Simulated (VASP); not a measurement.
# In11NiP12 (a cell with a defect) in VASP: further runs

Runs on In11NiP12 (a cell with a defect). Level: PBEsol+U. Tasks: single point.

All numbers are computed with VASP 6.6.1; they aren't measurements. Logs are shortened: lines on timing, memory, paths and dates and some standing lists are left out, and cuts for length are marked.

### 1 The crystal as given

The cell holds a defect, 24 atoms: a = 12.449 Å, b = 8.300 Å, c = 8.300 Å, α = 60.00°, β = 60.00°, γ = 60.00°.

### 2 Single point, PBEsol+U, collinear spin, ferromagnetic start

File INCAR:

```
  ALGO = Normal
  EDIFF = 1E-5
  ENCUT = 350
  GGA = PS
  ISIF = 2
  ISMEAR = 0
  ISPIN = 2
  KPAR = 2
  LASPH = True
  LCHARG = False
  LDAU = True
  LDAUJ = 0 0 0
  LDAUL = 2 -1 -1
  LDAUPRINT = 1
  LDAUTYPE = 2
  LDAUU = 5 0 0
  LMAXMIX = 4
  LORBIT = 11
  LREAL = Auto
  LWAVE = False
  MAGMOM = 3 0 0 0 0 0 0 0 0 0 0 0 0 0 0 0 0 0 0 0 0 0 0 0
  NBANDS = 128
  NELM = 120
  PREC = Accurate
  SIGMA = 0.03
```

File KPOINTS:

```
k-points
0
Gamma
  2 2 2
```

File POSCAR:

```
In11NiP12
1.0
    0.0000000000      8.8030500000      8.8030500000
    5.8687000000      0.0000000000      5.8687000000
    5.8687000000      5.8687000000      0.0000000000
Ni In P
1 11 12
Direct
    0.0000000000      0.0000000000      0.0000000000
    0.0000000000      0.0000000000      0.5000000000
    0.0000000000      0.5000000000      0.0000000000
    0.0000000000      0.5000000000      0.5000000000
    0.3333330000      0.0000000000      0.0000000000
    0.3333330000      0.0000000000      0.5000000000
    0.3333330000      0.5000000000      0.0000000000
    0.3333330000      0.5000000000      0.5000000000
    0.6666670000      0.0000000000      0.0000000000
    0.6666670000      0.0000000000      0.5000000000
    0.6666670000      0.5000000000      0.0000000000
    0.6666670000      0.5000000000      0.5000000000
    0.0833333333      0.1250000000      0.1250000000
    0.0833333333      0.1250000000      0.6250000000
    0.0833333333      0.6250000000      0.1250000000
    0.0833333333      0.6250000000      0.6250000000
    0.4166663333      0.1250000000      0.1250000000
    0.4166663333      0.1250000000      0.6250000000
    0.4166663333      0.6250000000      0.1250000000
    0.4166663333      0.6250000000      0.6250000000
    0.7500003333      0.1250000000      0.1250000000
    0.7500003333      0.1250000000      0.6250000000
    0.7500003333      0.6250000000      0.1250000000
    0.7500003333      0.6250000000      0.6250000000
```

Potentials or basis: VASP PAW PBE potentials, release 64 (Ni, In_d, P).

Run with:

```
cat potpaw_PBE.64/Ni/POTCAR potpaw_PBE.64/In_d/POTCAR potpaw_PBE.64/P/POTCAR > POTCAR
mpirun -np 4 vasp_std > vasp.out
```

OUTCAR:

```text
EDIFF = 1E-5
   ENCUT = 350
   GGA = PS
   ISIF = 2
   ISMEAR = 0
   ISPIN = 2
   LASPH = True
   LORBIT = 11
   LREAL = Auto
   NELM = 120
   PREC = Accurate

 ion  position               nearest neighbor table
   1  0.000  0.000  0.000-  21 2.54  13 2.54  15 2.54  14 2.54
   2  0.000  0.000  0.500-  22 2.54  14 2.54  16 2.54  13 2.54
   3  0.000  0.500  0.000-  23 2.54  15 2.54  16 2.54  13 2.54
   4  0.000  0.500  0.500-  24 2.54  16 2.54  14 2.54  15 2.54
   5  0.333  0.000  0.000-  13 2.54  17 2.54  18 2.54  19 2.54
   6  0.333  0.000  0.500-  14 2.54  18 2.54  17 2.54  20 2.54
[... 16 lines left out ...]
  23  0.750  0.625  0.125-   3 2.54  11 2.54   9 2.54  12 2.54
  24  0.750  0.625  0.625-   4 2.54  12 2.54  11 2.54  10 2.54

  LATTYP: Found a face centered orthorhombic cell.
 ALAT       =     8.2995951335
 B/A-ratio  =     1.7320508076
 C/A-ratio  =     2.4494897428

  Lattice vectors:

 A1 = (   0.0000000000,   8.8030500000,   8.8030500000)
 A2 = (  -5.8687000000,   2.9343500000,   8.8030500000)
 A3 = (   5.8687000000,  -0.0000000000,   5.8687000000)

Analysis of symmetry for initial positions (statically):
=====================================================================
 Subroutine PRICEL returns:
 Original cell was already a primitive cell.

 Routine SETGRP: Setting up the symmetry group for a
 face centered orthorhombic supercell.

 Subroutine GETGRP returns: Found  2 space group operations
 (whereof  2 operations were pure point group operations)
 out of a pool of  8 trial point group operations.

The static configuration has the point symmetry C_1h.

Analysis of symmetry for dynamics (positions and initial velocities):
=====================================================================
 Subroutine PRICEL returns:
 Original cell was already a primitive cell.

 Routine SETGRP: Setting up the symmetry group for a
 face centered orthorhombic supercell.

 Subroutine GETGRP returns: Found  2 space group operations
 (whereof  2 operations were pure point group operations)
 out of a pool of  8 trial point group operations.

The dynamic configuration has the point symmetry C_1h.

Analysis of structural, dynamic, and magnetic symmetry:
=====================================================================
 Subroutine PRICEL returns:
 Original cell was already a primitive cell.

 Routine SETGRP: Setting up the symmetry group for a
 face centered orthorhombic supercell.
[... 209 lines left out ...]
  ---------------------------------------------------
  ext. energy  EPLUGINS =         0.00000000
  ---------------------------------------------------
  free energy    TOTEN  =      -107.39710824 eV

  energy without entropy =     -107.39695404  energy(sigma->0) =     -107.39703114

 E-fermi :   4.6726     XC(G=0):  -9.4034

 val. band max:        4.6149448178   @ k =   0.0000   0.5000   0.0000
 cond. band min:       4.7217550463   @ k =   0.0000   0.0000   0.0000
 fundamental gap:      0.1068102285
 Fermi energy:         4.6725581455

 spin component 1

 k-point     1 :       0.0000    0.0000    0.0000
  band No.  band energies     occupation
      1      -9.5599      1.00000
      2      -9.5572      1.00000
      3      -9.5366      1.00000
      4      -9.5206      1.00000
      5      -9.5095      1.00000
      6      -9.4979      1.00000
[... 715 lines left out ...]
    117       7.8422      0.00000
    118       8.2595      0.00000
 Fermi energy:         4.6725581455

 spin component 2

 k-point     1 :       0.0000    0.0000    0.0000
  band No.  band energies     occupation
      1      -9.5591      1.00000
      2      -9.5564      1.00000
      3      -9.5356      1.00000
      4      -9.5194      1.00000
      5      -9.5074      1.00000
      6      -9.4965      1.00000
[... 715 lines left out ...]
    117       7.9405      0.00000
    118       8.3114      0.00000
 [bands above 118 left out]

------------------------ aborting loop because EDIFF is reached ----------------------------------------

  FORCE on cell =-STRESS in cart. coord.  units (eV):
  Direction    XX          YY          ZZ          XY          YZ          ZX
  --------------------------------------------------------------------------------------
  -------------------------------------------------------------------------------------
  Total       -5.0084602     -4.8715755     -4.8715755      0.0491416      0.0395702      0.0518340
  in kB      -13.2332898    -12.8716149    -12.8716149      0.1298412      0.1045518      0.1369553
  external PRESSURE =     -12.9921732 kB  Pullay stress =       0.0000000 kB

 VOLUME and BASIS-vectors are now :
 -----------------------------------------------------------------------------
  energy-cutoff  :      350.00
  volume of cell :      606.38
      direct lattice vectors                 reciprocal lattice vectors
     0.000000000  8.803050000  8.803050000    -0.056798496  0.056798496  0.056798496
     5.868700000  0.000000000  5.868700000     0.085197744 -0.085197744  0.085197744
     5.868700000  5.868700000  0.000000000     0.085197744  0.085197744 -0.085197744

 POSITION                                       TOTAL-FORCE (eV/Angst)
 -----------------------------------------------------------------------------------
      0.00000      0.00000      0.00000        -0.036566      0.038197      0.038197
      2.93435      2.93435      0.00000         0.020606     -0.047829      0.029472
      2.93435      0.00000      2.93435         0.020606      0.029472     -0.047829
      5.86870      2.93435      2.93435        -0.030151     -0.033082     -0.033082
      0.00000      2.93435      2.93435         0.101139     -0.085179     -0.085179
      2.93435      5.86870      2.93435         0.076240     -0.100410     -0.042051
[... 16 lines left out ...]
      4.40152      7.33588     10.27023        -0.015389     -0.015395      0.025614
      7.33587     10.27023     10.27023         0.024658      0.016706      0.016706
 -----------------------------------------------------------------------------------
    total drift:                                0.035171      0.004424      0.004423

  FREE ENERGIE OF THE ION-ELECTRON SYSTEM (eV)
  ---------------------------------------------------
  free  energy   TOTEN  =      -107.3971082375 eV

  energy  without entropy=     -107.3969540432  energy(sigma->0) =     -107.39703114

 total charge

# of ion       s       p       d       tot
------------------------------------------
    1        0.373   0.276   8.310   8.959
    2        0.830   0.770   9.894  11.494
    3        0.830   0.770   9.894  11.494
    4        0.830   0.769   9.894  11.493
    5        0.827   0.778   9.895  11.501
    6        0.825   0.776   9.896  11.498
[... 16 lines left out ...]
   23        1.024   1.481   0.000   2.505
   24        1.024   1.481   0.000   2.505
--------------------------------------------------
tot         21.821  26.323 117.167 165.311

 magnetization (x)

# of ion       s       p       d       tot
------------------------------------------
    1        0.007   0.033   1.177   1.218
    2       -0.002   0.004   0.002   0.004
    3       -0.002   0.004   0.002   0.004
    4       -0.002   0.004   0.002   0.004
    5        0.001   0.001   0.001   0.003
    6        0.000   0.000   0.001   0.002
[... 16 lines left out ...]
   23       -0.000  -0.001   0.000  -0.001
   24       -0.000  -0.000   0.000  -0.001
--------------------------------------------------
tot          0.016   0.255   1.188   1.459
```

OSZICAR:

```text
N       E                     dE             d eps       ncg     rms          rms(c)
DAV:   1     0.201687089630E+04    0.20169E+04   -0.72849E+04  3072   0.146E+03
DAV:   2     0.228023845331E+03   -0.17888E+04   -0.17429E+04  3072   0.427E+02
DAV:   3    -0.854416102783E+02   -0.31347E+03   -0.29590E+03  3472   0.201E+02
[... 21 lines left out ...]
DAV:  25    -0.107396960489E+03    0.15154E-04   -0.41708E-04  3424   0.119E-01    0.135E-01
DAV:  26    -0.107397054516E+03   -0.94027E-04   -0.25612E-04  3176   0.141E-01    0.576E-02
DAV:  27    -0.107397085451E+03   -0.30935E-04   -0.27902E-04  3304   0.887E-02    0.173E-02
DAV:  28    -0.107397103274E+03   -0.17823E-04   -0.84625E-05  2776   0.346E-02    0.158E-02
DAV:  29    -0.107397108238E+03   -0.49630E-05   -0.11560E-05  2208   0.263E-02
   1 F= -.10739711E+03 E0= -.10739703E+03  d E =-.154194E-03  mag=     1.7449
```

stdout:

```text
POSCAR found type information on POSCAR NiInP
 POSCAR found :  3 types and      24 ions
 scaLAPACK will be used
 -----------------------------------------------------------------------------
|                                                                             |
|                                                                             |
|     You enforced a specific xc type in the INCAR file but a different       |
|     I HOPE YOU KNOW WHAT YOU ARE DOING!                                     |
|                                                                             |
 -----------------------------------------------------------------------------

 LDA part: xc-table for (Slater+PW92), standard interpolation
 POSCAR, INCAR and KPOINTS ok, starting setup
 FFT: planning ... GRIDC
 FFT: planning ... GRID_SOFT
 FFT: planning ... GRID
 WAVECAR not read
 entering main loop
```

Wall time 10 min (4 MPI ranks of Intel Xeon Platinum 8488C (Sapphire Rapids), shared host); peak memory 0.55 GiB.

Results:

| Property | Result |
| --- | --- |
| Free energy | -107.3971 eV |
| Pressure | -1.3 GPa |
| Largest force | 1.188 eV/Å |
| Band gap on the k mesh | none (metal or under the smearing width) |
| Net moment | 1.75 μB per cell |
| Site moments | Ni +1.22; In +0.00; P +0.07, -0.01, +0.01, +0.00, -0.00 μB |
| Valence electrons inside the program's atomic spheres | Ni 8.96; In 11.49, 11.50; P 2.46, 2.50, 2.48 |

Forces on the atoms (eV/Å):
```
Ni  -0.037  0.038  0.038
In   0.021 -0.048  0.029
In   0.021  0.029 -0.048
In  -0.030 -0.033 -0.033
In   0.101 -0.085 -0.085
In   0.076 -0.100 -0.042
In   0.076 -0.042 -0.100
In  -0.042 -0.001 -0.001
In   0.191  0.147  0.147
In  -0.156 -0.188  0.163
In  -0.156  0.163 -0.188
In  -0.033  0.019  0.019
P   -0.714 -0.669 -0.669
P    0.662  0.733 -0.660
P    0.662 -0.660  0.733
P    0.016 -0.003 -0.003
P   -0.087  0.004  0.004
P    0.062  0.031 -0.053
P    0.062 -0.053  0.031
P   -0.009  0.010  0.010
P   -0.680  0.681  0.681
P   -0.015  0.026 -0.015
P   -0.015 -0.015  0.026
P    0.025  0.017  0.017
```

Eigenvalues of the final occupation matrices:
| site | spin | trace | eigenvalues |
| --- | --- | --- | --- |
| site 1 d | 1 | 4.75 | 0.94 0.94 0.95 0.95 0.96 |
| site 1 d | 2 | 3.58 | 0.08 0.80 0.80 0.95 0.95 |

Caveat: the k mesh is coarse (spacing up to 0.46 Å⁻¹), so the values aren't converged; the PAW data sets were made with another functional, which shifts forces and pressure a little; the U is typed as a test and isn't derived for this compound.

### 3 Single point, PBEsol+U, collinear spin, ferromagnetic start

Changes to INCAR since step 2:

```diff
@@ -20,3 +20,3 @@
   LWAVE = False
-  MAGMOM = 3 0 0 0 0 0 0 0 0 0 0 0 0 0 0 0 0 0 0 0 0 0 0 0
+  MAGMOM = 1 0 0 0 0 0 0 0 0 0 0 0 0 0 0 0 0 0 0 0 0 0 0 0
   NBANDS = 128
```

KPOINTS is that of step 2.

POSCAR is that of step 2.

Potentials or basis: VASP PAW PBE potentials, release 64 (Ni, In_d, P).

Run with:

```
cat potpaw_PBE.64/Ni/POTCAR potpaw_PBE.64/In_d/POTCAR potpaw_PBE.64/P/POTCAR > POTCAR
mpirun -np 4 vasp_std > vasp.out
```

It took 8.6 min on 4 MPI ranks of Intel Xeon Platinum 8488C (Sapphire Rapids), shared host; peak memory 0.55 GiB.

Results (log left out):

| Property | Result |
| --- | --- |
| Free energy | -107.3971 eV |
| Pressure | -1.3 GPa |
| Largest force | 1.189 eV/Å |
| Band gap on the k mesh | none (metal or under the smearing width) |
| Net moment | 1.75 μB per cell |
| Site moments | Ni +1.22; In +0.00; P +0.07, -0.01, +0.01, +0.00, -0.00 μB |
| Valence electrons inside the program's atomic spheres | Ni 8.96; In 11.49, 11.50; P 2.46, 2.50, 2.48 |

Forces on the atoms (eV/Å):
```
Ni  -0.035  0.039  0.039
In   0.021 -0.048  0.029
In   0.021  0.029 -0.048
In  -0.031 -0.033 -0.033
In   0.099 -0.085 -0.085
In   0.076 -0.101 -0.042
In   0.076 -0.042 -0.101
In  -0.042  0.000  0.000
In   0.190  0.147  0.147
In  -0.156 -0.189  0.163
In  -0.156  0.163 -0.189
In  -0.032  0.020  0.020
P   -0.708 -0.669 -0.669
P    0.660  0.735 -0.662
P    0.660 -0.662  0.735
P    0.016 -0.003 -0.003
P   -0.087  0.004  0.004
P    0.062  0.031 -0.053
P    0.062 -0.053  0.031
P   -0.009  0.010  0.010
P   -0.681  0.681  0.681
P   -0.016  0.026 -0.015
P   -0.016 -0.015  0.026
P    0.025  0.016  0.016
```

Levels at points of the mesh, in eV from the Fermi level:
Spin up:
```csv
k point,band 105,band 106,band 107,band 108,band 109,band 110,band 111,band 112
"(0.00, 0.00, 0.00)",-0.32,0.29,0.32,0.32,0.82,1.57,1.64,1.68
"(0.50, 0.00, 0.00)",-0.13,-0.13,0.15,0.15,1.55,1.62,1.84,1.90
"(0.00, 0.50, 0.00)",-0.46,-0.45,-0.08,-0.06,1.80,2.04,2.52,2.57
"(0.50, 0.00, 0.50)",-0.86,-0.55,-0.48,-0.18,2.56,2.57,2.70,2.78
"(0.00, 0.50, 0.50)",-0.86,-0.41,-0.38,-0.06,2.21,2.34,2.54,2.61
"(0.50, 0.50, 0.50)",-0.61,-0.52,-0.24,-0.21,2.32,2.42,2.56,2.71
```
Spin down:
| k point | band 102 | band 103 | band 104 | band 105 | band 106 | band 107 | band 108 | band 109 | band 110 | band 111 |
| --- | --- | --- | --- | --- | --- | --- | --- | --- | --- | --- |
| (0.00, 0.00, 0.00) | -0.60 | -0.18 | -0.18 | 0.05 | 0.62 | 0.63 | 0.84 | 1.60 | 1.64 | 1.68 |
| (0.50, 0.00, 0.00) | -0.60 | -0.59 | -0.12 | -0.12 | 0.53 | 0.54 | 1.49 | 1.61 | 1.72 | 1.89 |
| (0.00, 0.50, 0.00) | -0.74 | -0.63 | -0.44 | -0.42 | -0.22 | 0.30 | 1.81 | 2.05 | 2.18 | 2.53 |
| (0.50, 0.00, 0.50) | -0.89 | -0.87 | -0.82 | -0.52 | -0.51 | 0.23 | 2.07 | 2.57 | 2.58 | 2.76 |
| (0.00, 0.50, 0.50) | -0.87 | -0.79 | -0.75 | -0.37 | -0.35 | 0.30 | 2.03 | 2.33 | 2.36 | 2.55 |
| (0.50, 0.50, 0.50) | -0.78 | -0.72 | -0.59 | -0.51 | -0.44 | 0.21 | 2.02 | 2.43 | 2.46 | 2.57 |

Eigenvalues of the final occupation matrices:
```
    site  spin  trace               eigenvalues
site 1 d     1   4.75  0.94 0.94 0.95 0.95 0.96
site 1 d     2   3.58  0.08 0.80 0.80 0.95 0.95
```

Caveat: the k mesh is coarse (spacing up to 0.46 Å⁻¹), so the values aren't converged; the PAW data sets were made with another functional, which shifts forces and pressure a little; the U is typed as a test and isn't derived for this compound. The state reached can hang on the start; a lower one may exist.
